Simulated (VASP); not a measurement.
Calculation: PBE GGA, VASP's PBE PAW potentials (set 64) (plane waves; VASP 6.6.1).

A VASP calculation is set up with these files.

KPOINTS:
```
Automatic mesh
0
Gamma
11 11 11
0 0 0
```

INCAR:
```
# general
SYSTEM  = CuZn
PREC    = Accurate
ENCUT   = 400
LREAL   = .False.
LASPH   = .True.

# electronic loop
EDIFF   = 1E-4
NELM    = 100
ALGO    = Normal
LMAXMIX = 4

# smearing
ISMEAR  = 1
SIGMA   = 0.1

# functional
GGA     = PE

# ions
ISIF    = 2

# output
LWAVE   = .False.
LCHARG  = .False.
```

**POSCAR**
```
CuZn
6.0180
  0.5000000000   0.0000000000   0.0000000000
  0.0000000000   0.5000000000   0.0000000000
  0.0000000000   0.0000000000   0.5000000000
Zn Cu
1 1
Cart
  0.2500000000   0.2500000000   0.2500000000
  0.0000000000   0.0000000000   0.0000000000
```

POTCAR, in this order: Zn Cu (PBE.64 set). Program: vasp_std.

The resulting files:

**OSZICAR**
```
       N       E                     dE             d eps       ncg     rms          rms(c)
DAV:   1     0.102647703323E+03    0.10265E+03   -0.98565E+03  1720   0.207E+03
DAV:   2    -0.329150728065E+01   -0.10594E+03   -0.10309E+03  1687   0.305E+02
DAV:   3    -0.600117406528E+01   -0.27097E+01   -0.27035E+01  2037   0.663E+01
DAV:   4    -0.601944670487E+01   -0.18273E-01   -0.18271E-01  1981   0.483E+00
DAV:   5    -0.601968180346E+01   -0.23510E-03   -0.23509E-03  2289   0.581E-01    0.902E+00
DAV:   6    -0.596248852468E+01    0.57193E-01   -0.17221E+01  1811   0.104E+02    0.616E+00
DAV:   7    -0.500605441822E+01    0.95643E+00   -0.38188E+00  1792   0.967E+01    0.200E+00
DAV:   8    -0.501103271627E+01   -0.49783E-02   -0.20820E-01  2278   0.674E+00    0.117E+00
DAV:   9    -0.500189436510E+01    0.91384E-02   -0.25995E-02  2057   0.403E+00    0.540E-02
DAV:  10    -0.500190581568E+01   -0.11451E-04   -0.67977E-04  2368   0.559E-01
   1 F= -.50019058E+01 E0= -.50018168E+01  d E =-.266932E-03
```

### OUTCAR
```
------------------------ aborting loop because EDIFF is reached ----------------------------------------
  FORCE on cell =-STRESS in cart. coord.  units (eV):
  Direction    XX          YY          ZZ          XY          YZ          ZX
  --------------------------------------------------------------------------------------
  Total       -1.1698770     -1.1698770     -1.1698770     -0.0000000      0.0000000     -0.0000000
  in kB      -68.7993302    -68.7993302    -68.7993302     -0.0000000      0.0000000     -0.0000000
  external PRESSURE =     -68.7993302 kB  Pullay stress =       0.0000000 kB
  volume of cell :       27.24
      direct lattice vectors                 reciprocal lattice vectors
     3.009000000  0.000000000  0.000000000     0.332336324  0.000000000  0.000000000
     0.000000000  3.009000000  0.000000000     0.000000000  0.332336324  0.000000000
     0.000000000  0.000000000  3.009000000     0.000000000  0.000000000  0.332336324
 POSITION                                       TOTAL-FORCE (eV/Angst)
 -----------------------------------------------------------------------------------
      1.50450      1.50450      1.50450         0.000000      0.000000      0.000000
      0.00000      0.00000      0.00000         0.000000      0.000000      0.000000
 -----------------------------------------------------------------------------------
    total drift:                               -0.000000      0.000000      0.000000
  FREE ENERGIE OF THE ION-ELECTRON SYSTEM (eV)
  ---------------------------------------------------
  free  energy   TOTEN  =        -5.0019058157 eV

  energy  without entropy=       -5.0016388833  energy(sigma->0) =       -5.00181684
```
(Selected blocks of OUTCAR.)

The compound is CuZn in the CsCl type structure. The cell was not relaxed at this level. The run is one of a series of settings (EDIFF = 1E-4 against the base run), some of them coarse on purpose. The electron count is odd and the run is not spin-polarised, which forces a metal.
